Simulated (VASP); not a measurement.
# ScCl5 (P6/mmm) in VASP: single point with PBE

Aim: the single point of ScCl5 with PBE.

Everything below comes from runs of VASP 6.6.1. Logs are shortened: lines on timing, memory, paths and dates and some standing lists are left out, and cuts for length are marked.

## (1) The cell of the first run

The structure is hexagonal, space group P6/mmm (No. 191). The conventional cell has a = 5.086 Å, b = 5.086 Å, c = 7.109 Å, α = 90.00°, β = 90.00°, γ = 120.00°. Sc (site symmetry 6/mmm) is surrounded by 6 Cl at 2.94 Å. Cl (site symmetry mmm) is surrounded by 4 Cl at 2.54 Å. Cl (site symmetry -6m2) has 3 Cl at 2.94 Å and 3 Sc at 2.94 Å as nearest neighbours.

The cell was built by a generator and needn't be a form met in nature.

## (2) Single point, PBE (species swapped into the TbNi5 type (P6/mmm, No. 191))

Input file INCAR:

```
SYSTEM = ScCl5
  PREC = Accurate
  ENCUT = 520
  EDIFF = 1E-6
  ISMEAR = 0
  SIGMA = 0.1
  LREAL = .False.
  LASPH = .True.
  NELM = 100
  ALGO = Fast
  ISIF = 2
  LWAVE = .False.
  LCHARG = .True.
  GGA = PE
  LELF = .True.
  LVHAR = .True.
  NBANDS = 32
```

Input file KPOINTS:

```
Automatic mesh
0
Gamma
  9 9 6
  0 0 0
```

Input file POSCAR:

```
ScCl5
1.0
    5.0863122996      0.0000000000      0.0000000000
   -2.5431561498      4.4048756630      0.0000000000
    0.0000000000      0.0000000000      7.1087148328
Sc Cl
1 5
Direct
    0.0000000000      0.0000000000      0.0000000000
    0.5000000000      0.0000000000      0.5000000000
    0.5000000000      0.5000000000      0.5000000000
    0.0000000000      0.5000000000      0.5000000000
    0.3333333333      0.6666666667      0.0000000000
    0.6666666667      0.3333333333      0.0000000000
```

Potentials or basis: VASP PAW PBE potentials, release 64 (Sc_sv, Cl).

The run is started by

```bash
$ cat potpaw_PBE.64/Sc_sv/POTCAR potpaw_PBE.64/Cl/POTCAR > POTCAR
$ mpirun -np 1 vasp_std > vasp.out
```

OUTCAR:

```text
SYSTEM = ScCl5
   PREC = Accurate
   ENCUT = 520
   EDIFF = 1E-6
   ISMEAR = 0
   LREAL = .False.
   LASPH = .True.
   NELM = 100
   ISIF = 2
   GGA = PE

 ion  position               nearest neighbor table
   1  0.000  0.000  0.000-   5 2.94   6 2.94   5 2.94   6 2.94   6 2.94   5 2.94
   2  0.500  0.000  0.500-   3 2.54   4 2.54   3 2.54   4 2.54
   3  0.500  0.500  0.500-   2 2.54   2 2.54   4 2.54   4 2.54
   4  0.000  0.500  0.500-   2 2.54   2 2.54   3 2.54   3 2.54
   5  0.333  0.667  0.000-   1 2.94   1 2.94   1 2.94
   6  0.667  0.333  0.000-   1 2.94   1 2.94   1 2.94

  LATTYP: Found a hexagonal cell.
 ALAT       =     5.0863122996
 C/A-ratio  =     1.3976166649

  Lattice vectors:

 A1 = (   5.0863122996,   0.0000000000,   0.0000000000)
 A2 = (  -2.5431561498,   4.4048756630,   0.0000000000)
 A3 = (   0.0000000000,   0.0000000000,   7.1087148328)

Analysis of symmetry for initial positions (statically):
=====================================================================
 Subroutine PRICEL returns:
 Original cell was already a primitive cell.

 Routine SETGRP: Setting up the symmetry group for a
 hexagonal supercell.

 Subroutine GETGRP returns: Found 24 space group operations
 (whereof 24 operations were pure point group operations)
 out of a pool of 24 trial point group operations.

The static configuration has the point symmetry D_6h.

Analysis of symmetry for dynamics (positions and initial velocities):
=====================================================================
 Subroutine PRICEL returns:
 Original cell was already a primitive cell.

 Routine SETGRP: Setting up the symmetry group for a
 hexagonal supercell.

 Subroutine GETGRP returns: Found 24 space group operations
 (whereof 24 operations were pure point group operations)
 out of a pool of 24 trial point group operations.

The dynamic configuration has the point symmetry D_6h.

 Subroutine INISYM returns: Found 24 space group operations
 (whereof 24 operations are pure point group operations),
 and found     1 'primitive' translations

----------------------------------------------------------------------------------------

                                     Primitive cell

  volume of cell :     159.2677

  direct lattice vectors                    reciprocal lattice vectors
     5.086312300  0.000000000  0.000000000     0.196606095  0.113510582  0.000000000
    -2.543156150  4.404875663  0.000000000     0.000000000  0.227021164  0.000000000
     0.000000000  0.000000000  7.108714833     0.000000000  0.000000000  0.140672403
[... 98 lines left out ...]
   ISIF   =      2    stress and relaxation
   ISYM   =      2    0-nonsym 1-usesym 2-fastsym
   POTIM  = 0.5000    time-step for ionic-motion
   TEBEG  =    0.0;   TEEND  =   0.0 temperature during run
   PSTRESS=    0.0 pullay stress
   NELECT =      46.0000    total number of electrons
   NUPDOWN=      -1.0000    fix difference up-down
   EMIN   =  10.00;   EMAX   =-10.00  energy-range for DOS
   EFERMI =   0.00;   METHOD = LEGACY
   ISMEAR =     0;   SIGMA  =   0.10  broadening in eV -4-tet -1-fermi 0-gaus
   EFERMI_NEDOS =   21; number of points for ismear=-14 and -15
   IALGO  =     68    algorithm
   IMIX   =      4    mixing-type and parameters
     AMIX     =   0.40;   BMIX     =  1.00
     AMIX_MAG =   1.60;   BMIX_MAG =  1.00
  volume/ion in A,a.u.               =      26.54       179.13
  Fermi-wavevector in a.u.,A,eV,Ry     =   1.082143  2.044955 15.932892  1.171035
  Thomas-Fermi vector in A             =   2.218178
   LORBIT       =      0    0 simple, 1 ext, 2 COOP (PROOUT), +10 PAW based schemes
   GGA     = PE    functional components
   LHFCALC =     F    Hartree Fock is set to
   AEXX    =    0.0000 exact exchange contribution
   IVDW    =     0    specifies the selected vdW correction
   LEPSILON=     F    determine dielectric tensor
   LRPA    =     F    only Hartree local field effects (RPA)
 non-spin polarized calculation
 RMM-DIIS sequential band-by-band and
 Gauss-broadening in eV      SIGMA  =   0.10
  energy-cutoff  :      520.00
  volume of cell :      159.27
 maximum number of plane-waves:      4323
 NGX is ok and might be reduce to    40
   NGX = 19   NGY = 19   NGZ = 27

 number of electron      45.9999987 magnetization

 Free energy of the ion-electron system (eV)
  ---------------------------------------------------
  ext. energy  EPLUGINS =         0.00000000
  ---------------------------------------------------
  free energy    TOTEN  =       -17.80632066 eV

  energy without entropy =      -17.75251126  energy(sigma->0) =      -17.77941596

 E-fermi :   2.5002     XC(G=0):  -8.2590

 val. band max:        2.4850309045   @ k =   0.2222  -0.0000   0.1667
 cond. band min:       2.5031497033   @ k =   0.4444  -0.0000   0.5000
 fundamental gap:      0.0181187988
 Fermi energy:         2.5001866632

 k-point     1 :       0.0000    0.0000    0.0000
  band No.  band energies     occupation
      1     -49.6099      2.00000
      2     -28.2611      2.00000
      3     -28.1064      2.00000
      4     -28.1064      2.00000
      5     -14.7741      2.00000
      6     -13.7554      2.00000
[... 829 lines left out ...]
     31       6.2930      0.00000
     32       9.0271      0.00000

 [... further k-points ...]

------------------------ aborting loop because EDIFF is reached ----------------------------------------

  FORCE on cell =-STRESS in cart. coord.  units (eV):
  Direction    XX          YY          ZZ          XY          YZ          ZX
  --------------------------------------------------------------------------------------
  -------------------------------------------------------------------------------------
  Total       -0.0666438     -0.0666438     -0.0456357      0.0000000      0.0000000      0.0000000
  in kB       -0.6704131     -0.6704131     -0.4590788      0.0000000      0.0000000      0.0000000
  external PRESSURE =      -0.5999684 kB  Pullay stress =       0.0000000 kB

 VOLUME and BASIS-vectors are now :
 -----------------------------------------------------------------------------
  energy-cutoff  :      520.00
  volume of cell :      159.27
      direct lattice vectors                 reciprocal lattice vectors
     5.086312300  0.000000000  0.000000000     0.196606095  0.113510582  0.000000000
    -2.543156150  4.404875663  0.000000000     0.000000000  0.227021164  0.000000000
     0.000000000  0.000000000  7.108714833     0.000000000  0.000000000  0.140672403

 POSITION                                       TOTAL-FORCE (eV/Angst)
 -----------------------------------------------------------------------------------
      0.00000      0.00000      0.00000         0.000000      0.000000     -0.000000
      2.54316      0.00000      3.55436         0.000000      0.000000     -0.000000
      1.27158      2.20244      3.55436         0.000000      0.000000     -0.000000
     -1.27158      2.20244      3.55436         0.000000      0.000000     -0.000000
     -0.00000      2.93658      0.00000        -0.000000      0.000000     -0.000000
      2.54316      1.46829      0.00000         0.000000      0.000000      0.000000
 -----------------------------------------------------------------------------------
    total drift:                                0.000000     -0.000000      0.000000

  FREE ENERGIE OF THE ION-ELECTRON SYSTEM (eV)
  ---------------------------------------------------
  free  energy   TOTEN  =       -17.8063206581 eV

  energy  without entropy=      -17.7525112574  energy(sigma->0) =      -17.77941596
```

OSZICAR:

```text
N       E                     dE             d eps       ncg     rms          rms(c)
DAV:   1     0.481520023771E+03    0.48152E+03   -0.18915E+04  3080   0.129E+03
DAV:   2     0.463193126302E+02   -0.43520E+03   -0.41827E+03  3504   0.346E+02
DAV:   3    -0.190276257986E+02   -0.65347E+02   -0.60006E+02  4480   0.125E+02
[... 17 lines left out ...]
RMM:  21    -0.178063057171E+02    0.26068E-03   -0.40743E-04  4330   0.109E-01    0.772E-02
RMM:  22    -0.178063101474E+02   -0.44303E-05   -0.88898E-05  3980   0.559E-02    0.422E-02
RMM:  23    -0.178063164365E+02   -0.62892E-05   -0.27589E-05  3910   0.357E-02    0.152E-02
RMM:  24    -0.178063206364E+02   -0.41998E-05   -0.51513E-06  3019   0.201E-02    0.181E-02
RMM:  25    -0.178063206581E+02   -0.21762E-07   -0.38387E-06  2826   0.168E-02
   1 F= -.17806321E+02 E0= -.17779416E+02  d E =-.538094E-01
```

stdout:

```text
POSCAR found type information on POSCAR ScCl
 POSCAR found :  2 types and       6 ions
 scaLAPACK will be used
 LDA part: xc-table for (Slater+PW92), standard interpolation
 POSCAR, INCAR and KPOINTS ok, starting setup
 FFT: planning ... GRIDC
 FFT: planning ... GRID_SOFT
 FFT: planning ... GRID
 WAVECAR not read
 entering main loop
```

Wall time 9.2 min (1 thread of Intel Xeon Platinum 8375C at 2.90GHz (Ice Lake), shared host); peak memory 0.4 GiB.

What came out:

* Free energy: -17.8063 eV
* Pressure: -0.1 GPa
* Band gap on the k mesh: none (metal or under the smearing width)

Caveat: this functional lacks dispersion, which binds the layers, so the pressure and a relaxed spacing across them are unreliable.
